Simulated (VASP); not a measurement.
Wanted: the native input for a VASP 6.6.1 run.

- Task: single point
- Functional: PBEsol
- Potentials or basis: VASP PAW PBE potentials, release 64 (C, O, H)
- Cutoff: 520 eV
- k mesh: 1 × 1 × 1
- Occupations: fermi-dirac, width 0.02 eV
- Spin: no spin polarisation
- Dipole correction: no
- Further INCAR settings: LREAL = Auto; ALGO = Fast; EDIFF = 1e-06; NBANDS = 64

The structure of H6C2O lies in POSCAR:

```
H6C2O
1.0
    7.5290720000      0.0000000000      0.0000000000
    0.0000000000      7.5290720000      0.0000000000
    0.0000000000      0.0000000000      7.5290720000
C O H
8 4 24
Direct
    0.7968047058      0.7115485149      0.0003054825
    0.9414971726      0.5893422191      0.0640052320
    0.3991062909      0.4488999441      1.0667184482
    0.3983093800      0.3262686291      0.9212423523
    0.3024409914      0.8238465511      0.5863405211
    0.1549991818      0.9678483617      0.5430549741
    0.6133956482      0.1950439576      0.5237564470
    0.5567485608      0.3792100806      0.4842695089
    0.8630678522      0.4597910606      0.1899437275
    0.2321268810      0.3461648394      0.8304210665
    0.0307076357      0.8913050639      0.4358173225
    0.3789045981      0.4010188772      0.5106339799
    0.9340593369      0.3543066131      0.1837278220
    1.0332747515      0.5329873323     -0.0244518846
    1.0157427104      0.6675059025      0.1595150106
    0.8609826018      0.8152399127     -0.0797575053
    0.7150814868      0.6344739431     -0.0918572701
    0.7130360820      0.7566802389      0.1168005831
    0.2318479621      0.3519158802      0.7008831899
    0.5045907384      0.3511322511      0.8218277100
    0.4132116149      0.1876459675      0.9761760812
    0.5162256384      0.4584894393      1.1595585751
    0.3745215878      0.5934463105      1.0290909690
    0.2993463205      0.4200252036      1.1550294645
   -0.0500858539      0.9692429558      0.3751458347
    0.1025890043      1.0108948354      0.6715967121
    0.2243702810      1.0829754318      0.4778543757
    0.3988539358      0.8768676937      0.6644112316
    0.2651854040      0.6894740813      0.6543834353
    0.3850275306      0.7780507345      0.4610129907
    0.3379433747      0.5001678826      0.4390448119
    0.6302768787      0.4601895161      0.5788362762
    0.6069406694      0.4085496858      0.3356588966
    0.7464664968      0.1959205597      0.4974583853
    0.5970324098      0.1505763260      0.6621931627
    0.5589666296      0.1096283845      0.4215526163
```

The cell was built by a generator and needn't be a form met in nature.

These files were run (other wordings do the same):

INCAR

```
SYSTEM = H6C2O
PREC     = Accurate       ! precision mode
ENCUT    = 520            ! plane-wave cutoff, eV
EDIFF    = 1E-6           ! SCF threshold, eV
ISMEAR   = -1             ! smearing method
SIGMA    = 0.02           ! smearing width, eV
LREAL    = Auto         
LASPH    = .TRUE.         ! aspherical terms in the spheres
NELM     = 80             ! most SCF steps
ALGO     = Fast           ! electronic algorithm
ISIF     = 2              ! what is computed and relaxed
LWAVE    = .FALSE.        ! write WAVECAR
LCHARG   = .FALSE.        ! write CHGCAR
GGA      = PS             ! functional
NBANDS   = 64             ! bands
```

KPOINTS

```
regular mesh
0
G
  1 1 1
  0 0 0
```

Potentials or basis: VASP PAW PBE potentials, release 64 (C, O, H).

Launch:

```bash
$ cat potpaw_PBE.64/C/POTCAR potpaw_PBE.64/O/POTCAR potpaw_PBE.64/H/POTCAR > POTCAR
$ mpirun -np 1 vasp_gam > vasp.out
```

It gave:

```yaml
Pressure: 2.0 GPa
Largest_force: 4.357 eV/Å
Band_gap_on_the_k_mesh: 4.44 eV, direct
```

Caveat: the PAW data sets were made with another functional, which shifts forces and pressure a little.

Run time: 2.1 min on 1 thread of AMD EPYC 7571, on a shared host, peak memory 0.37 GiB.
